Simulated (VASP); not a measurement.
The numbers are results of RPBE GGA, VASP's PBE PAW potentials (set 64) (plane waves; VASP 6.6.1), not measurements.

A VASP calculation is set up with these files.

KPOINTS:
```
k-points along high-symmetry lines
10
Line-mode
Reciprocal
  0.000000   0.000000   0.000000 ! GAMMA
  0.000000   0.500000   0.000000 ! M

  0.000000   0.500000   0.000000 ! M
 -0.333333   0.666667   0.000000 ! K

 -0.333333   0.666667   0.000000 ! K
  0.000000   0.000000   0.000000 ! GAMMA

  0.000000   0.000000   0.000000 ! GAMMA
  0.000000   0.000000   0.500000 ! A

  0.000000   0.000000   0.500000 ! A
  0.000000   0.500000   0.500000 ! L

  0.000000   0.500000   0.500000 ! L
 -0.333333   0.666667   0.500000 ! H

 -0.333333   0.666667   0.500000 ! H
  0.000000   0.000000   0.500000 ! A

  0.000000   0.500000   0.500000 ! L
  0.000000   0.500000   0.000000 ! M

 -0.333333   0.666667   0.500000 ! H
 -0.333333   0.666667   0.000000 ! K
```

INCAR:
```
# general
SYSTEM = SiC
PREC   = Accurate
ENCUT  = 520
LREAL  = .FALSE.
LASPH  = .TRUE.
ICHARG = 11

# electronic loop
EDIFF  = 1E-7
NELM   = 100
ALGO   = Normal

# smearing
ISMEAR = 0
SIGMA  = 0.05

# functional
GGA    = RP

# output
LWAVE  = .FALSE.
LCHARG = .FALSE.
LORBIT = 11
```

POSCAR:
```
SiC
3.1048510
  0.4999999694  -0.8660252704   0.0000000000
  0.4999999694   0.8660252704   0.0000000000
  0.0000000000   0.0000000000   1.6417559961
Si C
2 2
Cartesian
  0.4999999694  -0.2886756675   0.8201611727
  0.4999999694   0.2886756675   1.6410391708
  0.4999999694  -0.2886756675   1.4372533219
  0.4999999694   0.2886756675   0.6163753239
```

POTCAR, in this order: Si C (PBE.64 set). Program: vasp_std. Read from the step before: CHGCAR.

The run wrote:

### OSZICAR
```
       N       E                     dE             d eps       ncg     rms          rms(c)
DAV:   1     0.361196787613E+02    0.36120E+02   -0.72611E+03  2160   0.118E+03
DAV:   2    -0.247653159170E+02   -0.60885E+02   -0.56058E+02  3136   0.177E+02
DAV:   3    -0.272895323032E+02   -0.25242E+01   -0.25053E+01  2820   0.360E+01
DAV:   4    -0.273197136037E+02   -0.30181E-01   -0.30140E-01  2652   0.447E+00
DAV:   5    -0.273202901499E+02   -0.57655E-03   -0.57633E-03  2712   0.563E-01
DAV:   6    -0.273203106699E+02   -0.20520E-04   -0.20518E-04  2744   0.909E-02
DAV:   7    -0.273203112472E+02   -0.57728E-06   -0.57726E-06  2688   0.140E-02
DAV:   8    -0.273203112731E+02   -0.25878E-07   -0.25863E-07  2188   0.237E-03
   1 F= -.27320311E+02 E0= -.27320311E+02  d E =-.443695E-15
```

File OUTCAR:
```
 val. band max:        8.0294008746   @ k =   0.0000   0.0000   0.0000

 cond. band min:      10.3976456032   @ k =  -0.3333   0.6667   0.0000



 k-point     1 :       0.0000    0.0000    0.0000
  band No.  band energies     occupation
      1      -7.3332      2.00000
      2      -3.8939      2.00000
      3      -0.4886      2.00000
      4       6.7324      2.00000
      5       6.7325      2.00000
      6       7.9211      2.00000
      7       8.0294      2.00000
      8       8.0294      2.00000
      9      12.6395      0.00000
     10      13.9581      0.00000
     11      14.5743      0.00000
     12      14.5743      0.00000

 k-point     2 :       0.0000    0.0556    0.0000
  band No.  band energies     occupation
      1      -7.2809      2.00000
      2      -3.8492      2.00000
      3      -0.4407      2.00000
      4       6.4128      2.00000
      5       6.6371      2.00000
      6       7.8059      2.00000
      7       7.8963      2.00000
      8       8.0007      2.00000
      9      12.8681      0.00000
     10      14.0137      0.00000
     11      14.5062      0.00000
     12      14.6861      0.00000

 k-point     3 :       0.0000    0.1111    0.0000
  band No.  band energies     occupation
      1      -7.1244      2.00000
      2      -3.7167      2.00000
      3      -0.2987      2.00000
      4       5.6148      2.00000
      5       6.3893      2.00000
      6       7.2413      2.00000
      7       7.7752      2.00000
      8       7.9054      2.00000
      9      13.1433      0.00000
     10      14.1437      0.00000
     11      14.6137      0.00000
     12      14.9847      0.00000

 k-point     4 :       0.0000    0.1667    0.0000
  band No.  band energies     occupation
      1      -6.8659      2.00000
      2      -3.5022      2.00000
      3      -0.0688      2.00000
      4       4.5944      2.00000
      5       6.0631      2.00000
      6       6.4467      2.00000
      7       7.5656      2.00000
...
```

The density is held fixed in this step, so its total energy and stress have no physical meaning.

The compound is SiC in the wurtzite structure, the rare 2H polytype. It was relaxed first.
